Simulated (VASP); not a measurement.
Output of a VASP run:

File OSZICAR:
```
       N       E                     dE             d eps       ncg     rms          rms(c)
DAV:   1     0.539125784294E+02    0.53913E+02   -0.81425E+03   424   0.114E+03
DAV:   2    -0.471838222376E+02   -0.10110E+03   -0.97542E+02   501   0.273E+02
DAV:   3    -0.511837704252E+02   -0.39999E+01   -0.39936E+01   486   0.573E+01
DAV:   4    -0.512168722107E+02   -0.33102E-01   -0.33100E-01   580   0.464E+00
DAV:   5    -0.512171772223E+02   -0.30501E-03   -0.30501E-03   511   0.336E-01    0.542E+00
DAV:   6    -0.469038935563E+02    0.43133E+01   -0.32285E+00   416   0.269E+01    0.696E+00
DAV:   7    -0.466409123112E+02    0.26298E+00   -0.21903E-01   416   0.620E+00    0.448E+00
DAV:   8    -0.467841562298E+02   -0.14324E+00   -0.21365E-01   431   0.482E+00    0.944E-01
DAV:   9    -0.465677233166E+02    0.21643E+00   -0.23734E-01   416   0.455E+00    0.535E-01
DAV:  10    -0.466180090300E+02   -0.50286E-01   -0.33690E-02   416   0.175E+00    0.326E-01
DAV:  11    -0.466378523306E+02   -0.19843E-01   -0.14448E-02   416   0.121E+00    0.633E-02
DAV:  12    -0.466381321800E+02   -0.27985E-03   -0.78745E-04   451   0.316E-01    0.623E-02
DAV:  13    -0.466393110809E+02   -0.11789E-02   -0.43368E-03   416   0.640E-01    0.582E-02
DAV:  14    -0.466370752824E+02    0.22358E-02   -0.12896E-03   451   0.297E-01    0.425E-02
DAV:  15    -0.466394890052E+02   -0.24137E-02   -0.73436E-04   416   0.231E-01    0.388E-02
DAV:  16    -0.466400468823E+02   -0.55788E-03   -0.11256E-04   436   0.110E-01    0.211E-02
DAV:  17    -0.466403705692E+02   -0.32369E-03   -0.21158E-04   416   0.136E-01    0.363E-03
DAV:  18    -0.466403869436E+02   -0.16374E-04   -0.18526E-05   481   0.403E-02    0.708E-03
DAV:  19    -0.466403863360E+02    0.60761E-06   -0.76929E-07   421   0.961E-03    0.204E-03
DAV:  20    -0.466403863321E+02    0.38438E-08   -0.40327E-07   441   0.672E-03
   1 F= -.46640386E+02 E0= -.46640386E+02  d E =-.644989E-13
```

**OUTCAR**
```
------------------------ aborting loop because EDIFF is reached ----------------------------------------
  FORCE on cell =-STRESS in cart. coord.  units (eV):
  Direction    XX          YY          ZZ          XY          YZ          ZX
  --------------------------------------------------------------------------------------
  Total        0.1436926      0.1436926      0.1436926      0.0000000      0.0000000      0.0000000
  in kB        3.2837599      3.2837599      3.2837599      0.0000000      0.0000000      0.0000000
  external PRESSURE =       3.2837599 kB  Pullay stress =       0.0000000 kB
  volume of cell :       70.11
      direct lattice vectors                 reciprocal lattice vectors
     0.000000000  3.272763106  3.272763106    -0.152776105  0.152776105  0.152776105
     3.272763106  0.000000000  3.272763106     0.152776105 -0.152776105  0.152776105
     3.272763106  3.272763106  0.000000000     0.152776105  0.152776105 -0.152776105
  FREE ENERGIE OF THE ION-ELECTRON SYSTEM (eV)
  ---------------------------------------------------
  free  energy   TOTEN  =       -46.6403863321 eV

  energy  without entropy=      -46.6403863321  energy(sigma->0) =      -46.64038633
```
(Selected blocks of OUTCAR.)

### POSCAR
```
CdTe
1
    0.0000000000     3.2727631062     3.2727631062
    3.2727631062     0.0000000000     3.2727631062
    3.2727631062     3.2727631062     0.0000000000
Cd Te
1 1
Direct
  0.0000000000   0.0000000000   0.0000000000
  0.2500000000   0.2500000000   0.2500000000
```

Task: Reconstruct the remaining input files.

Result: This is not unique; one that fits is the input of the run itself, r2SCAN meta-GGA, plane waves, VASP's PBE PAW potentials (set 64).

INCAR:
```
SYSTEM = CdTe
PREC = Accurate
ENCUT = 480
EDIFF = 1E-7
NELM = 100
ALGO = Normal
LREAL = .FALSE.
LASPH = .TRUE.
ISMEAR = 0
SIGMA = 0.05
METAGGA = R2SCAN
LMIXTAU = .TRUE.
LMAXMIX = 4
LWAVE = .FALSE.
LCHARG = .FALSE.
ISIF = 2
```

**KPOINTS**
```
Automatic mesh
0
Gamma
6 6 6
0 0 0
```

POTCAR, in this order: Cd Te (PBE.64 set). Program: vasp_std.

The compound is CdTe in the zinc blende structure. It was relaxed first.
